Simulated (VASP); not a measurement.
Calculation: revTPSS meta-GGA, VASP's PBE PAW potentials (set 64) (plane waves; VASP).

VASP input:

### POSCAR
```
CdSe
1
   -0.0000000000     3.0782799081     3.0782799081
    3.0782799081     0.0000000000     3.0782799081
    3.0782799081     3.0782799081     0.0000000000
Cd Se
1 1
Direct
  0.0000000000   0.0000000000   0.0000000000
  0.2500000000   0.2500000000   0.2500000000
```

File KPOINTS:
```
Automatic mesh
0
Gamma
7 7 7
0 0 0
```

INCAR:
```
METAGGA = RTPSS
ISMEAR = 0
NSW = 60   ! most ionic steps
ISIF = 3   ! ions, shape and volume
LMAXMIX = 4   ! l cut-off of mixed one-centre charges
EDIFF = 1E-6   ! SCF stop (eV)
EDIFFG = -0.01   ! ionic stop
IBRION = 2
LASPH = .TRUE.
SYSTEM = CdSe
SIGMA = 0.05
PREC = Accurate
LCHARG = .FALSE.
ENCUT = 520   ! plane-wave cut-off (eV)
LWAVE = .FALSE.
LMIXTAU = .TRUE.
NELM = 100   ! most electronic steps
LREAL = .FALSE.
ALGO = Normal   ! blocked Davidson
```

POTCAR, in this order: Cd Se (PBE.64 set). Program: vasp_std.

Task: What will the output report for the number of irreducible k-points (NKPTS), largest plane-wave count, number of space-group operations, FFT grid (NGX, NGY, NGZ)?

Result: 
| Quantity | Result |
|---|---|
| number of irreducible k-points (NKPTS) | 20 |
| largest plane-wave count | 1592 |
| number of space-group operations | 24 |
| FFT grid (NGX, NGY, NGZ) | 32 × 32 × 32 |

The compound is CdSe in the zinc blende structure, whereas wurtzite is the usual form. It was relaxed first, which changed the volume by +5 %. The start is the result of an earlier pass.
